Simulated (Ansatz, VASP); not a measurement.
**H23C21 (amorphous polystyrene at 300 K) in two plane-wave programs**

One calculation is typed for both programs; each brings its own data sets. How far apart do they land? The cell is taken from a series of runs on this material, whose earlier steps may have relaxed, scaled, displaced or heated it; both programs get it as it stands.

Program: Ansatz 0.2.0. Level of theory: plane waves, with VASP 6.6.1 beside it; single point at revPBE with D3(BJ). Results are calculated unless marked as measured.

## 1. Starting point

The cell holds 176 atoms: 84 C and 92 H. Its edges and angles: a = 12.279 Å, b = 12.279 Å, c = 12.279 Å, α = 90.0°, β = 90.0°, γ = 90.0°. As first built, before any earlier steps moved the atoms (in the runner's words): 2 polystyrene chains of 5 units placed at random, at 0.988 g/cm^3; overlaps pushed apart, then 20 ps at 800 K with MMFF94 bonds, angles, torsions, charges and radii (Halgren, J. Comput. Chem. 17, 490 (1996)) in harmonic and 12-6 forms; charges of ions scaled by 0.8. Snapshot after 30 ps at 300 K and fixed volume.

## 2. Ansatz: single point, revPBE with D3(BJ)

Ansatz runs on its default PAW (the set named soft_2) files.

A single point gives forces, pressure and levels at one fixed geometry, so differences don't come from the geometry; what else differs is listed under the comparison.

input.yaml reads:

```yaml
crystal:
  lattice:
    - [12.27948, 0.0, 0.0]
    - [0.0, 12.27948, 0.0]
    - [0.0, 0.0, 12.27948]
  atoms:
    - { symbol: C, position: [0.84203, 0.45503, 0.40267] }
    - { symbol: C, position: [0.93548, 0.52041, 0.36219] }
    - { symbol: C, position: [0.02979, 0.45778, 0.31889] }
    - { symbol: C, position: [0.07587, 0.38477, 0.41574] }
    - { symbol: C, position: [0.08888, 0.27312, 0.39788] }
    - { symbol: C, position: [0.13692, 0.20326, 0.47429] }
    - { symbol: C, position: [0.16194, 0.24621, 0.57602] }
    - { symbol: C, position: [0.14278, 0.35488, 0.59631] }
    - { symbol: C, position: [0.09742, 0.42619, 0.51836] }
    - { symbol: C, position: [0.11512, 0.54149, 0.28914] }
    - { symbol: C, position: [0.21459, 0.48635, 0.23347] }
    - { symbol: C, position: [0.19505, 0.43609, 0.1211] }
    - { symbol: C, position: [0.13136, 0.48384, 0.03772] }
    - { symbol: C, position: [0.11918, 0.43108, 0.94149] }
    - { symbol: C, position: [0.15673, 0.32512, 0.92202] }
    - { symbol: C, position: [0.21181, 0.27244, 0.00213] }
    - { symbol: C, position: [0.22963, 0.3246, 0.10375] }
    - { symbol: C, position: [0.29909, 0.57596, 0.21616] }
    - { symbol: C, position: [0.37782, 0.58234, 0.31524] }
    - { symbol: C, position: [0.47664, 0.64942, 0.28582] }
    - { symbol: C, position: [0.56795, 0.58805, 0.26678] }
    - { symbol: C, position: [0.66272, 0.64566, 0.23643] }
    - { symbol: C, position: [0.664, 0.75656, 0.22751] }
    - { symbol: C, position: [0.57321, 0.81759, 0.25013] }
    - { symbol: C, position: [0.47609, 0.76119, 0.27757] }
    - { symbol: C, position: [0.32676, 0.61624, 0.42483] }
    - { symbol: C, position: [0.40588, 0.65601, 0.51281] }
    - { symbol: C, position: [0.34086, 0.70986, 0.59919] }
    - { symbol: C, position: [0.25764, 0.65028, 0.65117] }
    - { symbol: C, position: [0.20274, 0.70506, 0.73903] }
[... 140 atom lines left out ...]
    - { symbol: H, position: [0.20131, 0.89048, 0.33056] }
    - { symbol: H, position: [0.28377, 0.81905, 0.15753] }
    - { symbol: H, position: [0.16035, 0.80033, 0.99778] }
    - { symbol: H, position: [0.81528, 0.92705, 0.02258] }
    - { symbol: H, position: [0.81874, 0.85414, 0.89487] }
    - { symbol: H, position: [0.86268, 0.78538, 0.01396] }
kpoints:
  mp_grid: { grid: [1, 1, 1] }
hamiltonian:
  xc: revpbe
  dispersion: d3bj
scf:
  occupations: { method: fermi_dirac, width: 0.05 }
output:
  forces: true
  stress: true
  populations: true
  dos:
    method: { smearing: { sigma: 0.1 } }
    de: 0.1
    projected: { site_lists: { C: [C], H: [H] } }
  eigenvalues: true
```

The run is started by

```bash
> ansatz run input.yaml --threads 4 --pin off --max-ram 8192MiB --backend cpu --events-out ev --progress --plain --runs-dir out
```

Numbers of over 12 decimals in the logs are rounded to 6 here.

The log of the run:

```text
Engine: ansatz 0.2.0, x86_64-unknown-linux-gnu
Pseudopotentials: kind: paw
Pseudopotential: C, paw, valence charge 4, recommended cutoff 420 eV (normal), C.paw.azcp
Pseudopotential: H, paw, valence charge 1, recommended cutoff 420 eV (normal), H.paw.azcp
Functional definition: revPBE
  parameter kappa = 1.245
  parameter beta = 0.066725
  exchange = pbe_x(kappa = kappa, mu = beta*pi^2/3)
  correlation = pbe_c(beta = beta)
Crystal: 176 atoms, lattice volume = 1851.569 Å³
Basis set: ecut = 420 eV, 36257 PW (Γ), exchange–correlation on 180×180×180 points (8 copies of the dense FFT grid, shifted against one another)
Bands: 390, of which v1, the nominal top of the filled ones, is band 214 counted from 1 (213 counted from 0)
Symmetry: 1 space group operations
Space group: P1 (ITA 1), of the structure as read, at distance tolerance 1.2e-4 Å
k-points: 1
Non-local potential: C, projectors of the file, l = 0: 2, l = 1: 2, l = 2: 1
Non-local potential: H, projectors of the file, l = 0: 2, l = 1: 1
PAW form: soft (Blöchl's): semilocal exchange-correlation on the pseudo side does not see the compensation charge
PAW frozen core: C, regenerated for the run's functional, and the local potential with it (the file was generated under x = pbe(κ = 0.804, μ = 0.219515), c = pbe(β = 0.066725))
PAW one-centre angular grid: C, 110 points (default); XC on 64 Gauss nodes
PAW one-centre angular grid: H, 110 points (default); XC on 64 Gauss nodes
Initial density: superposition of atomic densities (neutral atoms: chi_scale 0, normalization atom), corrected by the library's trained network
Initial wavefunctions: pseudopotential atomic-orbital guess
Functional: x = revpbe(κ = 1.245, μ = 0.219515), c = pbe(β = 0.066725)
SCF iter   1: F=—  HF=-22654.485281 eV  |F-HF|=—  |Δ(HF+E_count)|=         —  Δρ=4.87e-3  dr2=4.64e-1  ethr=1.77e-3  ⟨swp⟩=6.0  Hψ=1819  notcnv=0  defer=74
preconditioner: auto → Resta (q_TF=auto, 2.137 Å⁻¹)  ε∞=2.4  [insulator: Δε(μ)=3.971 eV  Ē_g=15.213 eV  σ=0.050 eV  W_gap=1.00  n_scr=304 (ndim 8)  ℏωp=17.9 eV  f_vac=0.238  D(μ)=0.00/eV (n_scr^D=0)  ε∞_Penn≈2.4]
SCF iter   2: F=—  HF=-22654.484568 eV  |F-HF|=—  |Δ(HF+E_count)|=   7.13e-4  Δρ=2.38e-3  dr2=1.06e-1  ethr=1.08e-4  ⟨swp⟩=3.0  Hψ=670  notcnv=0  defer=169
SCF iter   3: F=—  HF=-22654.515226 eV  |F-HF|=—  |Δ(HF+E_count)|=   3.07e-2  Δρ=8.93e-4  dr2=2.04e-2  ethr=2.47e-5  ⟨swp⟩=2.0  Hψ=363  notcnv=0  defer=169
SCF iter   4: F=—  HF=-22654.517354 eV  |F-HF|=—  |Δ(HF+E_count)|=   2.13e-3  Δρ=2.63e-4  dr2=1.81e-3  ethr=4.76e-6  ⟨swp⟩=2.0  Hψ=414  notcnv=0  defer=169
SCF iter   5: F=—  HF=-22654.517410 eV  |F-HF|=—  |Δ(HF+E_count)|=   5.53e-5  Δρ=1.06e-4  dr2=2.87e-4  ethr=4.23e-7  ⟨swp⟩=2.0  Hψ=419  notcnv=0  defer=169
SCF iter   6: F=—  HF=-22654.517314 eV  |F-HF|=—  |Δ(HF+E_count)|=   9.59e-5  Δρ=3.31e-5  dr2=3.04e-5  ethr=6.70e-8  ⟨swp⟩=2.0  Hψ=400  notcnv=0  defer=169
SCF iter   7: F=—  HF=-22654.519840 eV  |F-HF|=—  |Δ(HF+E_count)|=   2.53e-3  Δρ=1.36e-5  dr2=4.96e-6  ethr=7.11e-9  ⟨swp⟩=2.0  Hψ=596  notcnv=0  defer=169
SCF iter   8: F=—  HF=-22654.519838 eV  |F-HF|=—  |Δ(HF+E_count)|=   1.17e-6  Δρ=4.01e-6  dr2=3.51e-7  ethr=1.16e-9  ⟨swp⟩=2.0  Hψ=412  notcnv=0  defer=169
SCF iter   9: F=—  HF=-22654.519839 eV  |F-HF|=—  |Δ(HF+E_count)|=   1.76e-7  Δρ=2.06e-6  dr2=1.07e-7  ethr=2.34e-11  ⟨swp⟩=15.0  Hψ=2644  notcnv=0
SCF iter  10: F=-22654.519839 eV  HF=-22654.519839 eV  |F-HF|=2.12e-9  |Δ(HF+E_count)|=   1.85e-9  Δρ=4.85e-7  dr2=5.22e-9  ethr=2.34e-11  ⟨swp⟩=5.0  Hψ=1241  notcnv=0
SCF 1 converged in 10 iterations: F = -22654.519839 eV  dr2 = 5.22e-9
  greatest PAW one-centre occupation: 0.691 electrons in one spin orbital (limit 2), on the C atom at site 127 (counted from 0), in its partial waves of l = 0
SCF converged after 10 iterations
Free energy (F): -22654.519839 eV
Harris-Foulkes:  -22654.519839 eV  (|F-HF|=2.12e-9)
Internal energy: -22654.519839 eV  (E = F + TS)
E sigma→0 (E₀):  -22654.519839 eV
Fermi energy:    1.647713 eV
--- Per-component energies (eV) ---
  E_band       = -2927.611699
  E_kinetic    = 8946.644462
  E_local      = -29681.206027  (includes V_loc(G=0)·N_el)
  E_nonlocal   = 2418.278157
  E_hartree    = 11042.755283
  E_xc         = -4893.850577
  E_vxc        = -6084.774486  (∫ρ·V_xc dr)
  E_paw        = -8468.461181  (= ΣΔE_a)
  E_vpaw       = -611.935837  (= ΣTr[D̂ρ^β])
  E_aug_tail   = -0.128691  (compensation charges beyond the density's cutoff)
  E_ewald      = -1994.995588
  E_disp       = -22.575607  (pairwise vdW)
  E_core_change = -0.980069  (= ΣΔE_core)
  E_smearing   = -0.000000  (= −TS)
  E_closure    = -0.000000  (closes the sum)
  Σ components = -22654.519839   (vs F -22654.519839, Δ=0.00e0)
--- Forces (eV/Å), atoms counted from 1 ---
  atom   1  C     -2.05221420     1.05524364     0.30914718
  atom   2  C      0.22467761    -0.34357824     1.84840721
[...]
atom 165  H     -1.09248994    -0.04793954     0.45009103
  atom 166  H     -1.63307114    -0.27101192    -0.04150025
  atom 167  H     -0.27418415     0.30317999    -0.12406336
  atom 168  H      0.16045592    -0.22198821    -1.02407558
  atom 169  H     -1.65576391     0.89137512     0.24596451
  atom 170  H      0.17099156     0.08642045     0.35572361
  atom 171  H      0.82830110     0.10065930    -0.18735006
  atom 172  H      0.28188265    -0.74631728    -0.33537470
  atom 173  H     -0.07866512     0.19938206     0.12092394
  atom 174  H      0.71013283    -1.39438825    -1.01052520
  atom 175  H     -0.13136920    -0.06809204    -0.69032201
  atom 176  H     -0.01988212     0.31983715    -0.20502288
  max |Σ_I F_I| component: 1.06e-5 eV/Å
--- Stress (GPa, compression-positive) ---
        2.984592      -0.219245      -0.116194
       -0.219243       2.441977       0.313759
       -0.116193       0.313759       1.075629
  P = ⅓ Tr σ = 2.1674 GPa (21.674 kbar)
--- Band table (eV) ---
  k-point 0: bands = [... 210 lower, -0.6390, -0.5506, -0.4887, -0.3030, 3.6196, 3.6756, 3.7220, 3.7390, ... 172 higher]
--- Löwdin populations: 176 sites ---
  site symbol       q [e]
     0      C      4.4413
     1      C      4.2360
     2      C      4.0880
     3      C      3.9642
     4      C      4.1410
     5      C      4.1176
     6      C      4.1194
     7      C      4.1145
     8      C      4.1567
     9      C      4.2619
    10      C      4.1014
    11      C      3.9555
    12      C      4.1513
    13      C      4.1137
    14      C      4.1245
    15      C      4.1201
    16      C      4.1459
    17      C      4.2517
    18      C      4.1081
    19      C      3.9507
    20      C      4.1440
    21      C      4.1033
    22      C      4.1351
    23      C      4.1105
[...]
168      H      0.7979
   169      H      0.8126
   170      H      0.8157
   171      H      0.8059
   172      H      0.8271
   173      H      0.8507
   174      H      0.8075
   175      H      0.8163
  spilling = 0.012138 (of n_electrons = 428.000000)
```

## 3. VASP: single point, revPBE with D3(BJ)

The same cell, functional, mesh and smearing now go to VASP, with its own data sets.

Lines of VASP's logs that name or quote its potential files are left out, and so is its time.

INCAR reads:

```
SYSTEM = H23C21
PREC = Accurate
ENCUT = 600
EDIFF = 1E-06
NELM = 120
ISMEAR = -1
SIGMA = 0.05
LREAL = Auto
ALGO = Normal
GGA = RE
IVDW = 12
NBANDS = 337
LORBIT = 11
LWAVE = .FALSE.
LCHARG = .FALSE.
ISIF = 2
LASPH = .TRUE.
GGA_COMPAT = .FALSE.
EFERMI = MIDGAP
```

POSCAR reads:

```
H23C21
1.0
   12.2794800000      0.0000000000      0.0000000000
    0.0000000000     12.2794800000      0.0000000000
    0.0000000000      0.0000000000     12.2794800000
C H
84 92
Direct
    0.8420300000      0.4550300000      0.4026700000
    0.9354800000      0.5204100000      0.3621900000
    0.0297900000      0.4577800000      0.3188900000
    0.0758700000      0.3847700000      0.4157400000
    0.0888800000      0.2731200000      0.3978800000
    0.1369200000      0.2032600000      0.4742900000
    0.1619400000      0.2462100000      0.5760200000
    0.1427800000      0.3548800000      0.5963100000
    0.0974200000      0.4261900000      0.5183600000
    0.1151200000      0.5414900000      0.2891400000
    0.2145900000      0.4863500000      0.2334700000
    0.1950500000      0.4360900000      0.1211000000
    0.1313600000      0.4838400000      0.0377200000
    0.1191800000      0.4310800000      0.9414900000
    0.1567300000      0.3251200000      0.9220200000
    0.2118100000      0.2724400000      0.0021300000
    0.2296300000      0.3246000000      0.1037500000
    0.2990900000      0.5759600000      0.2161600000
    0.3778200000      0.5823400000      0.3152400000
    0.4766400000      0.6494200000      0.2858200000
    0.5679500000      0.5880500000      0.2667800000
    0.6627200000      0.6456600000      0.2364300000
    0.6640000000      0.7565600000      0.2275100000
    0.5732100000      0.8175900000      0.2501300000
    0.4760900000      0.7611900000      0.2775700000
    0.3267600000      0.6162400000      0.4248300000
    0.4058800000      0.6560100000      0.5128100000
    0.3408600000      0.7098600000      0.5991900000
    0.2576400000      0.6502800000      0.6511700000
    0.2027400000      0.7050600000      0.7390300000
[... 140 atom lines left out ...]
    0.2013100000      0.8904800000      0.3305600000
    0.2837700000      0.8190500000      0.1575300000
    0.1603500000      0.8003300000      0.9977800000
    0.8152800000      0.9270500000      0.0225800000
    0.8187400000      0.8541400000      0.8948700000
    0.8626800000      0.7853800000      0.0139600000
```

KPOINTS reads:

```
Automatic mesh
0
Gamma
1 1 1
0 0 0
```

The projector-augmented-wave data sets are C and H (PBE family, release 64).

The run is started by

```bash
> export OMP_NUM_THREADS=3
> mpirun -np 1 vasp_gam
```

The log of the run:

```text
[banner, memory and clock lines left out]
running    1 mpi-ranks, on    1 nodes
[...]
Offloading initialized ...    1 GPUs detected
[...]
|                                                                             |
|               ----> ADVICE to this user running VASP <----                  |
|                                                                             |
|     You enforced a specific xc type in the INCAR file but a different       |
|     [... a line on the potential file left out ...]
|     I HOPE YOU KNOW WHAT YOU ARE DOING!                                     |
|                                                                             |

 LDA part: xc-table for (Slater+PW92), standard interpolation
 POSCAR, INCAR and KPOINTS ok, starting setup
[...]
entering main loop
       N       E                     dE             d eps       ncg     rms          rms(c)
DAV:   1     0.309409497983E+04    0.30941E+04   -0.23222E+05   682   0.130E+03
DAV:   2    -0.781767313744E+03   -0.38759E+04   -0.36662E+04   859   0.284E+02
DAV:   3    -0.115697025471E+04   -0.37520E+03   -0.37123E+03   860   0.886E+01
DAV:   4    -0.116727377417E+04   -0.10304E+02   -0.10274E+02   836   0.167E+01
[...]
DAV:  16    -0.106601659822E+04    0.17828E-04   -0.76403E-05   884   0.227E-02    0.108E-02
DAV:  17    -0.106601659465E+04    0.35749E-05   -0.23151E-05   940   0.131E-02    0.487E-03
DAV:  18    -0.106601659413E+04    0.51969E-06   -0.75335E-06   836   0.686E-03
   1 F= -.10885907E+04 E0= -.10885907E+04  d E =-.588167E-16
```

OUTCAR, selected parts (step 3):

```text
  FREE ENERGIE OF THE ION-ELECTRON SYSTEM (eV)
  ---------------------------------------------------
  free  energy   TOTEN  =     -1088.5907155210 eV

  energy  without entropy=    -1088.5907155210  energy(sigma->0) =    -1088.59071552
```

The run ends at a pressure of 2.11 GPa, with forces up to 4.4 eV/Å.

## 4. Differences

Known differences besides the potentials themselves: the cutoff is 420 eV in Ansatz and 600 eV in VASP (PREC = Accurate, projectors in real space); Ansatz makes its cores anew for this functional, VASP keeps those of its PBE data sets. Total energies have different zeros and are not compared.

The two programs side by side:

| quantity | Ansatz | VASP | difference |
| --- | --- | --- | --- |
| pressure (GPa) | 2.17 | 2.11 | +0.06 |
| gap on the k mesh (eV) | 3.923 | 3.921 | +0.002 |

Forces on 9 of the 176 atoms, those with the largest forces and the largest differences (eV/Å; atoms numbered as in POSCAR):

| atom | Ansatz x, y, z | VASP x, y, z |
| --- | --- | --- |
| C21 | 2.018, 2.212, -0.947 | 2.022, 2.164, -0.945 |
| C33 | 1.529, 3.377, 2.412 | 1.544, 3.407, 2.398 |
| C42 | 1.010, 3.116, 1.949 | 1.018, 3.118, 1.938 |
| C43 | -2.830, 1.686, -0.104 | -2.817, 1.681, -0.116 |
| C49 | -0.954, 1.256, 0.720 | -0.920, 1.232, 0.702 |
| C58 | -0.470, -2.740, -1.569 | -0.472, -2.772, -1.563 |
| C63 | -0.474, -3.165, 2.002 | -0.486, -3.192, 2.021 |
| C64 | 0.426, 3.152, -2.421 | 0.427, 3.186, -2.395 |
| C79 | 3.060, -1.051, -0.112 | 3.028, -1.030, -0.110 |

The forces differ by 14 meV/Å r.m.s., which is 1.5 % of the r.m.s. force of 0.929 eV/Å (both taken over all components). A gap on the mesh is an upper bound, since the band edges may lie between its points.

## 5. Summary of results

```
r.m.s. force difference (single point, revPBE with D3(BJ)) : 1.5 % of the r.m.s. force
```

What this shows: The r.m.s. force difference is 1.5 % of the r.m.s. force (single point, revPBE with D3(BJ)), within the 3 % picked in this series as the mark of a large difference. How closely two codes agree says nothing of how well the functional describes the real material.

[Lines on the potential files, build, host, timing and source positions are cut from VASP's logs without a mark.]

[Logs are printed without paths, hosts, clocks, repeated set-up lines and the standing remarks that a program may print on its own settings, such as how far it seeks lower states.]

[Hosts, paths, dates, database ids (printed as entryN), source tags and the programs' standing remarks are cut or masked in the printed files.]

[The MMFF94 radii named for the starting cell were scaled by 0.96; in molecules described by MMFF94, hydrogen bound to N, O or S took a small fixed 12-6 site in their place.]
